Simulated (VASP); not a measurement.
Data:

```
SnTe
1.0
    0.00000     3.14254     3.14254
    3.14254     0.00000     3.14254
    3.14254     3.14254     0.00000
Sn Te
1 1
Direct
  0.00000   0.00000   0.00000
  0.50796   0.50796   0.49204
```

The numbers are results of PBEsol GGA, VASP's PBE PAW potentials (set 64) (plane waves; VASP), not measurements. Numerical set-up: 480 eV cut-off, 8×8×8 Γ-centred mesh, Gaussian smearing of 0.050 eV, potentials Sn_d Te.

Unless said otherwise, spin-orbit coupling is left out, though it shifts the bands of the heavy elements here.

Problem. What does the run give for the energy per atom (σ→0), band gap (on the k-mesh) with the smallest direct gap where there is one?

Solution. 
```
Item                                          Value
-----------------------------------  --------------
band gap (on the k-mesh)                    0.21 eV
smallest direct gap (on the k-mesh)         0.21 eV
energy per atom (σ→0)                -4.169 eV/atom
```

Only differences to runs with the same potentials and settings are physical.

The compound is SnTe in the rock salt structure, which distorts at low temperature. This cell was strained or had an atom moved on purpose.
